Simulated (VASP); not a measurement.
# SnTe in VASP: notebook, part 2 of 2

VASP 6.6.1. Earlier steps stand in the parts before.

### 3 Relaxation of the atoms, PBE

File INCAR:

```
PREC = Accurate
ENCUT = 520
EDIFF = 1E-6
ISMEAR = 0
SIGMA = 0.03
LREAL = False
LASPH = True
NELM = 80
ALGO = Normal
ISIF = 2
LWAVE = False
LCHARG = False
LDIPOL = True
IDIPOL = 3
DIPOL = 0.5 0.5 0.500
GGA = PE
IBRION = 2
NSW = 80
EDIFFG = -0.02
```

File KPOINTS:

```
Automatic mesh
0
Gamma
  6 6 1
```

File POSCAR:

```
SnTe
1.0
    4.5328104400      0.0000000000      0.0000000000
    0.0000000000      4.5328104400      0.0000000000
    0.0000000000      0.0000000000     18.2051810000
Sn Te
2 2
Direct
    0.5000000000      0.5000000000      0.4119706400
    0.0000000000      0.0000000000      0.5880293600
    0.0000000000      0.0000000000      0.4119706400
    0.5000000000      0.5000000000      0.5880293600
```

Potentials or basis: VASP PAW PBE potentials, release 64 (Sn_d, Te).

Run with:

```console
$ cat potpaw_PBE.64/Sn_d/POTCAR potpaw_PBE.64/Te/POTCAR > POTCAR
$ mpirun -np 1 vasp_std > vasp.out
```

OUTCAR:

```text
PREC = Accurate
   ENCUT = 520
   EDIFF = 1E-6
   ISMEAR = 0
   LREAL = False
   LASPH = True
   NELM = 80
   ISIF = 2
   GGA = PE
   IBRION = 2
   NSW = 80
   EDIFFG = -0.02

 ion  position               nearest neighbor table
   1  0.500  0.500  0.412-   4 3.21   3 3.21   3 3.21   3 3.21   3 3.21
   2  0.000  0.000  0.588-   3 3.21   4 3.21   4 3.21   4 3.21   4 3.21
   3  0.000  0.000  0.412-   2 3.21   1 3.21   1 3.21   1 3.21   1 3.21
   4  0.500  0.500  0.588-   1 3.21   2 3.21   2 3.21   2 3.21   2 3.21

  LATTYP: Found a simple tetragonal cell.
 ALAT       =     4.5328104400
 C/A-ratio  =     4.0163120080

  Lattice vectors:

 A1 = (   4.5328104400,   0.0000000000,   0.0000000000)
 A2 = (   0.0000000000,   4.5328104400,   0.0000000000)
 A3 = (   0.0000000000,   0.0000000000,  18.2051810000)

Analysis of symmetry for initial positions (statically):
[... 485 lines left out ...]

 E-fermi :  -0.5728     XC(G=0):  -3.8203

 val. band max:       -0.7544072991   @ k =   0.3333   0.0000   0.0000
 cond. band min:       0.4480801773   @ k =   0.3333   0.1667   0.0000
 fundamental gap:      1.2024874764
 Fermi energy:        -0.5728079671

 k-point     1 :       0.0000    0.0000    0.0000
  band No.  band energies     occupation
      1     -22.1314      2.00000
      2     -22.1190      2.00000
      3     -22.1185      2.00000
      4     -22.1140      2.00000
      5     -22.1133      2.00000
      6     -22.1114      2.00000
[... 259 lines left out ...]
     23       2.7981      0.00000
     24       2.7981      0.00000

------------------------ aborting loop because EDIFF is reached ----------------------------------------

 vacuum level on the upper side and lower side of the slab       (xc-potential included)        -0.007        -0.007

  FORCE on cell =-STRESS in cart. coord.  units (eV):
  Direction    XX          YY          ZZ          XY          YZ          ZX
  --------------------------------------------------------------------------------------
  -------------------------------------------------------------------------------------
  Total        0.4871333      0.4871333      0.0222464      0.0000000      0.0000000     -0.0000000
  in kB        2.0865474      2.0865474      0.0952884      0.0000000      0.0000000     -0.0000000
  external PRESSURE =       1.4227944 kB  Pullay stress =       0.0000000 kB
[... 19 lines left out ...]
  FREE ENERGIE OF THE ION-ELECTRON SYSTEM (eV)
  ---------------------------------------------------
  free  energy   TOTEN  =       -14.8642715012 eV

  energy  without entropy=      -14.8642715012  energy(sigma->0) =      -14.86427150

 reached required accuracy - stopping structural energy minimisation

 vacuum level on the upper side and lower side of the slab         3.577         3.577
```

CONTCAR:

```text
SnTe
   1.00000000000000
     4.5328104400000004    0.0000000000000000    0.0000000000000000
     0.0000000000000000    4.5328104400000004    0.0000000000000000
     0.0000000000000000    0.0000000000000000   18.2051809999999996
  Sn              Te
     2     2
Direct
     0.5000000000000000    0.5000000000000000    0.4268127655638157
     0.0000000000000000    0.0000000000000000    0.5731872344361842
     0.0000000000000000    0.0000000000000000    0.4120816246160616
     0.5000000000000000    0.5000000000000000    0.5879183753839382

  0.00000000E+00  0.00000000E+00  0.00000000E+00
  0.00000000E+00  0.00000000E+00  0.00000000E+00
  0.00000000E+00  0.00000000E+00  0.00000000E+00
  0.00000000E+00  0.00000000E+00  0.00000000E+00
```

It took 9.7 min on 1 thread of Intel Xeon Platinum 8259CL at 2.50GHz (Skylake/Cascade Lake), shared host; peak memory 0.5 GiB.

Results:

| Item | Value |
| --- | --- |
| Free energy | -14.8643 eV |
| Energy gained by relaxing | 62.5 meV/atom |
| Ionic steps | 9 |
| Largest force after relaxing | 0.015 eV/Å |
| Band gap on the k mesh | 1.20 eV, indirect (least direct gap 1.38 eV) |

Forces in eV/Å, atoms in the order of the input:
```
Sn   0.000  0.000  0.000
Sn   0.000  0.000  0.000
Te   0.000  0.000 -0.015
Te   0.000  0.000  0.015
```

The path:
```csv
step,energy change (eV),largest force (eV/Å),pressure (GPa)
1,0.0000,0.7582,-0.61
2,-0.0720,0.6882,-0.48
3,-0.2157,0.2655,0.05
4,-0.2206,0.2620,0.37
5,-0.2244,0.1248,0.23
6,-0.2244,0.1467,0.25
7,-0.2286,0.1360,0.24
8,-0.2394,0.1008,0.21
9,-0.2498,0.0148,0.14
```

Final structure:
```cif
data_structure
_symmetry_space_group_name_H-M 'P 1'
_symmetry_Int_Tables_number 1
_cell_length_a 4.5328
_cell_length_b 4.5328
_cell_length_c 18.2052
_cell_angle_alpha 90.000
_cell_angle_beta 90.000
_cell_angle_gamma 90.000
_cell_volume 374.05
loop_
_atom_site_label
_atom_site_type_symbol
_atom_site_fract_x
_atom_site_fract_y
_atom_site_fract_z
_atom_site_occupancy
Sn1 Sn 0.50000 0.50000 0.42681 1
Sn2 Sn 0.00000 0.00000 0.57319 1
Te1 Te 0.00000 0.00000 0.41208 1
Te2 Te 0.50000 0.50000 0.58792 1
```

Caveat: spin-orbit coupling is left out, which moves the levels of the heavy elements.

### 4 Single point, PBE

File INCAR:

```
SYSTEM = SnTe
PREC = Accurate
ENCUT = 520
EDIFF = 1E-6
ISMEAR = 0
SIGMA = 0.03
LREAL = .FALSE.
LASPH = .TRUE.
NELM = 80
ALGO = Normal
ISIF = 2
LWAVE = .FALSE.
LCHARG = .FALSE.
LDIPOL = .TRUE.
IDIPOL = 3
DIPOL = 0.5 0.5 0.500
GGA = PE
LVHAR = .TRUE.
LVACPOTAV = .TRUE.
ICORELEVEL = 1
```

File KPOINTS:

```
regular mesh
0
G
  6 6 1
  0 0 0
```

File POSCAR:

```
SnTe                                    
1.0
    4.5328104400      0.0000000000      0.0000000000
    0.0000000000      4.5328104400      0.0000000000
    0.0000000000      0.0000000000     18.2051810000
  Sn              Te            
     2     2
Direct
     0.5000000000000000    0.5000000000000000    0.4268127655638157
     0.0000000000000000    0.0000000000000000    0.5731872344361842
     0.0000000000000000    0.0000000000000000    0.4120816246160616
     0.5000000000000000    0.5000000000000000    0.5879183753839382
```

Run with:

```console
$ cat potpaw_PBE.64/Sn_d/POTCAR potpaw_PBE.64/Te/POTCAR > POTCAR
$ mpirun -np 1 vasp_std > vasp.out
```

Wall time 2.6 min (1 thread of Intel Xeon Platinum 8259CL at 2.50GHz (Skylake/Cascade Lake), shared host); peak memory 0.44 GiB.

Results (log left out):

```yaml
Free_energy: -14.8643 eV
Largest_force: 0.015 eV/Å
Band_gap_on_the_k_mesh: 1.20 eV, indirect (least direct gap 1.38 eV)
Ionisation_potential_of_the_upper_face: 4.34 eV
```

Forces in eV/Å, atoms in the order of the input:
```
Sn   0.000  0.000  0.000
Sn   0.000  0.000  0.000
Te   0.000  0.000 -0.015
Te   0.000  0.000  0.015
```

Levels at points of the mesh, in eV from the valence-band top:
```csv
k point,band 18,band 19,band 20,band 21,band 22,band 23
"(0.00, 0.00, 0.00)",-1.68,-1.68,-0.90,1.60,3.14,3.71
"(0.50, 0.00, 0.00)",-1.24,-0.16,-0.16,1.27,1.27,1.32
"(0.50, 0.50, 0.00)",-3.23,-1.73,-1.73,2.89,2.89,3.55
```

Core levels (eV, on the scale of the bands):
```csv
atom,levels
1 Sn,"1s -29003.6, 2s -4375.0, 2p -3926.7, 3s -841.2, 3p -694.8, 3d -469.5, 4s -130.1, 4p -85.9"
2 Sn,"1s -29003.6, 2s -4375.0, 2p -3926.7, 3s -841.2, 3p -694.8, 3d -469.5, 4s -130.1, 4p -85.9"
3 Te,"1s -31616.5, 2s -4844.0, 2p -4347.4, 3s -960.2, 3p -798.9, 3d -555.1, 4s -159.7, 4p -109.7, 4d -37.1"
4 Te,"1s -31616.5, 2s -4844.0, 2p -4347.4, 3s -960.2, 3p -798.9, 3d -555.1, 4s -159.7, 4p -109.7, 4d -37.1"
```

Caveat: spin-orbit coupling is left out, which moves the levels of the heavy elements.
